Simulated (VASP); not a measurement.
VASP input:

KPOINTS:
```
Automatic mesh
0
Gamma
13 13 13
0 0 0
```

**POSCAR**
```
C
3.5918760
  0.0000000000   0.5000000311   0.5000000311
  0.5000000311   0.0000000000   0.5000000311
  0.5000000311   0.5000000311   0.0000000000
C
2
Cart
  0.0000000000   0.0000000000   0.0000000000
  0.2500000155   0.2500000155   0.2500000155
```

### INCAR
```
ISIF = 2
NELM = 100
PREC = Accurate
LWAVE = .False.
LCHARG = .False.
SYSTEM = C
SIGMA = 0.05   # width (eV)
ENCUT = 520   # plane-wave cut-off (eV)
LASPH = .True.   # aspherical one-centre terms
GGA = PS   # PBEsol
ISMEAR = 0   # Gaussian
EDIFF = 1E-7   # SCF stop (eV)
ALGO = Normal
LREAL = .False.   # projection in real space or not
```

POTCAR, in this order: C (PBE.64 set). Program: vasp_std.

Task: Write an equivalent input for Quantum ESPRESSO's pw.x.

Result: One equivalent input (not run):
```
&CONTROL
  calculation = 'scf'
  pseudo_dir = './pseudo'
  outdir = './out'
  tprnfor = .true.
  tstress = .true.
/
&SYSTEM
  ibrav = 0
  nat = 2
  ntyp = 1
  ecutwfc = 82
  occupations = 'smearing'
  smearing = 'gaussian'
  degauss = 0.003675
  input_dft = 'pbesol'
/
&ELECTRONS
  conv_thr = 7.3e-09
  electron_maxstep = 100
/
ATOMIC_SPECIES
  C 12.011 C.upf
CELL_PARAMETERS angstrom
     0.0000000    1.7959381    1.7959381
     1.7959381    0.0000000    1.7959381
     1.7959381    1.7959381    0.0000000
ATOMIC_POSITIONS crystal
  C    0.0000000  0.0000000  0.0000000
  C    0.2500000  0.2500000  0.2500000
K_POINTS automatic
  13 13 13 0 0 0
```
What does not carry over: the potentials are each code's own (VASP's PAW set, PseudoDojo norm-conserving files in pw.x), so ENCUT and ecutwfc are chosen apart and not converted; conv_thr bounds pw.x's estimated SCF error, while EDIFF bounds the energy change between steps.

The compound is C in the diamond structure. This cell is one point of a volume scan, at 1.03 of the reference volume.
